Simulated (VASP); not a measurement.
## RhSe2: single point with LDA+U

Crystal: RhSe2.

```
Rh Se
1.0
     0.00000    3.09182    3.09182
     3.09182    0.00000    3.09182
     3.09182    3.09182    0.00000
Rh Se
1 2
Direct
  0.00000 0.00000 0.00000
  0.25000 0.25000 0.25000
  0.75000 0.75000 0.75000
```

The cell comes from a database or a generator and needn't be the stable form of this composition.

```
Program             : VASP 6.6.1
Task                : single point
Functional          : LDA
Potentials or basis : VASP PAW LDA potentials, release 64 (Rh_pv, Se)
Cutoff              : 520 eV
k mesh              : 5 × 5 × 5
Occupations         : gaussian, width 0.05 eV
Spin                : collinear spin, typed start
Starting moments    : [5.0, 0.0, 0.0] μB
Hubbard terms       : Rh d U = 3.0 eV
```

| Item | Value |
| --- | --- |
| Pressure | -10.5 GPa |
| Band gap on the k mesh | none (metal or under the smearing width) |
| Net moment | -0.04 μB per cell |
| Site moments | Rh -0.03; Se -0.00 μB |
| Valence electrons inside the program's atomic spheres | Rh 13.78; Se 3.69 |

Levels at points of the mesh, in eV from the Fermi level:
Spin up:
| k point | band 10 | band 11 | band 12 | band 13 | band 14 | band 15 | band 16 | band 17 |
| --- | --- | --- | --- | --- | --- | --- | --- | --- |
| (0.00, 0.00, 0.00) | -2.87 | -0.49 | -0.49 | -0.49 | 1.08 | 1.08 | 1.08 | 4.25 |
Spin down:
| k point | band 9 | band 10 | band 11 | band 12 | band 13 | band 14 | band 15 | band 16 | band 17 | band 18 |
| --- | --- | --- | --- | --- | --- | --- | --- | --- | --- | --- |
| (0.00, 0.00, 0.00) | -2.88 | -2.88 | -0.49 | -0.49 | -0.49 | 1.04 | 1.04 | 1.04 | 4.24 | 4.24 |

Eigenvalues of the final occupation matrices:
| site | spin | trace | eigenvalues |
| --- | --- | --- | --- |
| site 1 d | 1 | 3.66 | 0.65 0.65 0.65 0.85 0.85 |
| site 1 d | 2 | 3.69 | 0.66 0.66 0.66 0.85 0.85 |

It took 33 s on 1 thread of Intel(R) Xeon(R) Platinum 8259CL CPU @ 2.50GHz (Skylake/Cascade Lake) (shared host), peak memory 0.2 GiB.

The state reached can hang on the start; a lower one may exist.
